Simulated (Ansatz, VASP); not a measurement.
**WC (Qusongite) in two plane-wave programs**

Wanted: the spread between two codes on one cell, functional and k mesh.

Calculated with Ansatz 0.2.0; plane waves, with VASP 6.6.1 beside it; relaxation of cell and atoms at r2SCAN, spin-orbit coupling.

**1. Set-up**

It takes space group P-6m2 (No. 187, hexagonal). Conventional cell: a = 2.907 Å, b = 2.907 Å, c = 2.837 Å, α = 90.00°, β = 90.00°, γ = 120.00°. W has 6 C at 2.20 Å nearest. Nearest to C lie 6 W at 2.20 Å. Farther neighbours are not listed.

**2. VASP: relaxation of cell and atoms, r2SCAN, spin-orbit coupling**

The relaxed volume is the usual yardstick between codes: its relative difference is about their pressure difference at one cell divided by the bulk modulus.

Lines of VASP's logs that name or quote its potential files are left out, and so is its time.

Input file INCAR:

```
SYSTEM = WC
PREC = Accurate
ENCUT = 520
EDIFF = 1E-06
NELM = 100
ISMEAR = -1
SIGMA = 0.05
LREAL = .FALSE.
ALGO = Normal
METAGGA = R2SCAN
LASPH = .TRUE.
LNONCOLLINEAR = .TRUE.
MAGMOM = 0 0 0 0 0 0
NBANDS = 22
GGA_COMPAT = .FALSE.
LSORBIT = .TRUE.
LMAXMIX = 4
LORBIT = 11
LWAVE = .FALSE.
LCHARG = .FALSE.
KPAR = 2
IBRION = 2
NSW = 60
ISIF = 3
EDIFFG = -0.01
```

Input file POSCAR:

```
WC
1.0
    2.9065000000      0.0000000000      0.0000000000
   -1.4532500000      2.5171028361      0.0000000000
    0.0000000000      0.0000000000      2.8366000000
W C
1 1
Direct
    0.0000000000      0.0000000000      0.0000000000
    0.6666666667      0.3333333333      0.5000000000
```

Input file KPOINTS:

```
Automatic mesh
0
Gamma
13 13 12
0 0 0
```

Potentials, in the order of the species: W and C (PBE family, release 64).

The run is started by

```sh
$ mpirun -np 2 vasp_ncl
```

Numbers of over 12 decimals in the logs are rounded to 6 here.

What it wrote:

```text
[banner, memory and clock lines left out]
running    2 mpi-ranks, on    1 nodes
 distrk:  each k-point on    1 cores,    2 groups
 distr:  one band on    1 cores,    1 groups

 POSCAR found type information on POSCAR W C
 POSCAR found :  2 types and       2 ions
|                                                                             |
|               ----> ADVICE to this user running VASP <----                  |
|                                                                             |
|     You enforced a specific xc type in the INCAR file but a different       |
|     [... a line on the potential file left out ...]
|     I HOPE YOU KNOW WHAT YOU ARE DOING!                                     |
|                                                                             |

 LDA part: xc-table for (None), standard interpolation
 POSCAR, INCAR and KPOINTS ok, starting setup
 FFT: planning ... GRIDC
 FFT: planning ... GRID_SOFT
 FFT: planning ... GRID
 WAVECAR not read
 entering main loop
       N       E                     dE             d eps       ncg     rms          rms(c)
DAV:   1    -0.605479238149E+01   -0.60548E+01   -0.47784E+03 10788   0.871E+02
DAV:   2    -0.621350230373E+02   -0.56080E+02   -0.52761E+02 12640   0.236E+02
DAV:   3    -0.649126694615E+02   -0.27776E+01   -0.27334E+01 13782   0.440E+01
DAV:   4    -0.649384087195E+02   -0.25739E-01   -0.25726E-01 11716   0.517E+00
DAV:   5    -0.649385701367E+02   -0.16142E-03   -0.16141E-03 13464   0.393E-01    0.315E+01
DAV:   6    -0.618500060004E+02    0.30886E+01   -0.39390E+00 15022   0.202E+01    0.102E+01
DAV:   7    -0.619295975995E+02   -0.79592E-01   -0.56144E-01 11878   0.712E+00    0.871E+00
DAV:   8    -0.619180426802E+02    0.11555E-01   -0.56339E-02 12118   0.195E+00    0.236E+00
DAV:   9    -0.619164866146E+02    0.15561E-02   -0.13993E-03 13176   0.351E-01    0.102E+00
DAV:  10    -0.619154751592E+02    0.10115E-02   -0.16477E-03 11826   0.335E-01    0.435E-01
DAV:  11    -0.619155664576E+02   -0.91298E-04   -0.12442E-04 11782   0.987E-02    0.996E-03
DAV:  12    -0.619155680247E+02   -0.15670E-05   -0.26666E-06 12848   0.136E-02    0.479E-03
DAV:  13    -0.619155678554E+02    0.16927E-06   -0.27791E-07  7340   0.599E-03
   1 F= -.61915568E+02 E0= -.61914407E+02  d E =-.619156E+02  mag=    -0.0000     0.0000     0.0000
 curvature:   0.00 expect dE= 0.000E+00 dE for cont linesearch  0.000E+00
 trial: gam= 0.00000 g(F)=  0.168E-49 g(S)=  0.370E-03 ort = 0.000E+00 (trialstep = 0.100E+01)
 search vector abs. value=  0.370E-03
 bond charge predicted
       N       E                     dE             d eps       ncg     rms          rms(c)
DAV:   1    -0.619156233633E+02   -0.55339E-04   -0.15779E-02 10810   0.101E+00    0.737E-02
DAV:   2    -0.619155236081E+02    0.99755E-04   -0.25024E-04 13278   0.154E-01    0.310E-02
DAV:   3    -0.619155048780E+02    0.18730E-04   -0.31398E-05 12608   0.454E-02    0.188E-02
DAV:   4    -0.619155046841E+02    0.19397E-06   -0.47711E-06 13090   0.171E-02
   2 F= -.61915505E+02 E0= -.61914344E+02  d E =0.631713E-04  mag=     0.0000    -0.0000     0.0000
 trial-energy change:    0.000063  1 .order    0.000064   -0.000370    0.000498
 step:   0.4258(harm=  0.4258)  dis= 0.00000  next Energy=   -61.915647 (dE=-0.787E-04)
 bond charge predicted
       N       E                     dE             d eps       ncg     rms          rms(c)
DAV:   1    -0.619156884617E+02   -0.18358E-03   -0.51936E-03 10804   0.577E-01    0.399E-02
DAV:   2    -0.619156555407E+02    0.32921E-04   -0.82974E-05 13284   0.889E-02    0.175E-02
DAV:   3    -0.619156486694E+02    0.68713E-05   -0.10086E-05 12664   0.258E-02    0.989E-03
DAV:   4    -0.619156479898E+02    0.67959E-06   -0.15926E-06 12540   0.979E-03
   3 F= -.61915648E+02 E0= -.61914486E+02  d E =-.801344E-04  mag=     0.0000    -0.0000     0.0000
 curvature:  -0.21 expect dE=-0.196E-05 dE for cont linesearch -0.135E-09
 trial: gam= 0.02627 g(F)=  0.165E-49 g(S)=  0.923E-05 ort =-0.485E-06 (trialstep = 0.885E+00)
 search vector abs. value=  0.946E-05
 reached required accuracy - stopping structural energy minimisation
```

Parts of OUTCAR (step 2):

```text
ion  position               nearest neighbor table
   1  0.000  0.000  0.000-   2 2.20   2 2.20   2 2.20   2 2.20   2 2.20   2 2.20
   2  0.667  0.333  0.500-   1 2.20   1 2.20   1 2.20   1 2.20   1 2.20   1 2.20

  LATTYP: Found a hexagonal cell.
 ALAT       =     2.9065000000
 C/A-ratio  =     0.9759504559

 Subroutine GETGRP returns: Found 12 space group operations
 (whereof 12 operations were pure point group operations)

The static configuration has the point symmetry D_3h.

 Found    245 irreducible k-points:

   k-points           NKPTS =    245   k-points in BZ     NKDIM =    245   number of bands    NBANDS=     22

   dimension x,y,z NGX =    24 NGY =   24 NGZ =   24
   dimension x,y,z NGXF=    48 NGYF=   48 NGZF=   48

   ENCUT  =  520.0 eV  38.22 Ry    6.18 a.u.   5.40  5.40  5.27*2*pi/ulx,y,z

   NELECT =      10.0000    total number of electrons

 k-points in reciprocal lattice and weights: Automatic mesh
   0.00000000  0.00000000  0.00000000       0.000
   0.07692308  0.00000000  0.00000000       0.001
  -0.07692308 -0.00000000  0.00000000       0.001
   0.15384615  0.00000000  0.00000000       0.001
  -0.15384615 -0.00000000  0.00000000       0.001
   0.23076923  0.00000000  0.00000000       0.001
  -0.23076923 -0.00000000  0.00000000       0.001
   0.30769231  0.00000000  0.00000000       0.001
  -0.30769231 -0.00000000  0.00000000       0.001
[...]
0.38461538  0.23076923  0.50000000       0.003
   0.30769231  0.30769231  0.50000000       0.003

 average (electrostatic) potential at core
       1 -43.0014       2 -48.1221

 E-fermi :   8.1930

 k-point     1 :       0.0000    0.0000    0.0000
  band No.  band energies     occupation
    ...
      4       3.6850      1.00000
      5       4.5225      1.00000
      6       4.5225      1.00000
      7       4.8319      1.00000
      8       4.8319      1.00000
      9       8.3232      0.06894
     10       8.3232      0.06894
     11      11.3259      0.00000
     12      11.3259      0.00000
     13      11.7204      0.00000
    ...

 k-point     2 :       0.0769    0.0000    0.0000
  band No.  band energies     occupation
    ...
      6       4.4022      1.00000
      7       4.8826      1.00000
      8       4.8826      1.00000
      9       7.8343      0.99924
     10       7.8343      0.99924
     11      11.4157      0.00000
     12      11.4157      0.00000
     13      12.1155      0.00000
     14      12.1155      0.00000
     15      13.8049      0.00000
    ...

 k-point     3 :      -0.0769   -0.0000    0.0000
  band No.  band energies     occupation
    ...
      6       4.4022      1.00000
      7       4.8826      1.00000
      8       4.8826      1.00000
      9       7.8343      0.99924
     10       7.8343      0.99924
     11      11.4157      0.00000
     12      11.4157      0.00000
     13      12.1155      0.00000
     14      12.1155      0.00000
     15      13.8049      0.00000
    ...

  Total        0.0115336      0.0115336      0.0107929      0.0000000      0.0000000      0.0000000
  in kB        0.8905222      0.8905222      0.8333329      0.0000000      0.0000000      0.0000000
  external PRESSURE =       0.8714591 kB  Pullay stress =       0.0000000 kB

  energy-cutoff  :      520.00
  volume of cell :       20.75
      direct lattice vectors                 reciprocal lattice vectors
     2.907923954 -0.000000000 -0.000000000     0.343887948  0.198543799 -0.000000000
    -1.453961977  2.518336016  0.000000000     0.000000000  0.397087598  0.000000000
     0.000000000 -0.000000000  2.833575581     0.000000000  0.000000000  0.352911003

 POSITION                                       TOTAL-FORCE (eV/Angst)
 -----------------------------------------------------------------------------------
     -0.00000      0.00000      0.00000         0.000000      0.000000      0.000000
      1.45396      0.83945      1.41679        -0.000000     -0.000000      0.000000
 -----------------------------------------------------------------------------------
    total drift:                               -0.000000      0.000000      0.000000

  FREE ENERGIE OF THE ION-ELECTRON SYSTEM (eV)
  ---------------------------------------------------
  free  energy   TOTEN  =       -61.9156479898 eV

  energy  without entropy=      -61.9133244832  energy(sigma->0) =      -61.91448624

 reached required accuracy - stopping structural energy minimisation

 Spin-Orbit-Coupling matrix elements
 Ion:    1  E_soc:     -0.3506221
 Ion:    2  E_soc:     -0.0002787

 total charge
# of ion       s       p       d       tot
------------------------------------------
    1        0.614   0.898   4.361   5.874
    2        0.872   1.566   0.000   2.437
--------------------------------------------------
tot          1.486   2.464   4.361   8.311

 magnetization (x)
# of ion       s       p       d       tot
------------------------------------------
    1        0.000   0.000   0.000   0.000
    2        0.000   0.000   0.000   0.000
--------------------------------------------------
tot          0.000   0.000   0.000   0.000

 magnetization (y)
# of ion       s       p       d       tot
------------------------------------------
    1        0.000   0.000   0.000   0.000
    2        0.000   0.000   0.000   0.000
--------------------------------------------------
tot          0.000   0.000   0.000   0.000

 magnetization (z)
# of ion       s       p       d       tot
------------------------------------------
    1        0.000   0.000  -0.000  -0.000
    2        0.000   0.000   0.000   0.000
--------------------------------------------------
tot          0.000   0.000  -0.000  -0.000

[... 3 further parts left out ...]
```

CONTCAR:

```
WC
   1.00000000000000
     2.9079239536748620   -0.0000000000000000   -0.0000000000000000
    -1.4539619768374310    2.5183360161562436    0.0000000000000000
     0.0000000000000000   -0.0000000000000000    2.8335755807823695
  W               C
     1     1
Direct
     0.0000000000000000    0.0000000000000000    0.0000000000000000
     0.6666666667000030    0.3333333332999970    0.5000000000000000
```

The data set W keeps the semicore shell frozen, which is cheaper and a little less accurate.

(Continued in part 2 of 2.)

[Lines on the potential files, build, host, timing and source positions are cut from VASP's logs without a mark.]

[Logs are printed without paths, hosts, clocks, repeated set-up lines and the standing remarks that a program may print on its own settings, such as how far it seeks lower states.]

[Hosts, paths, dates, database ids (printed as entryN), source tags and the programs' standing remarks are cut or masked in the printed files.]
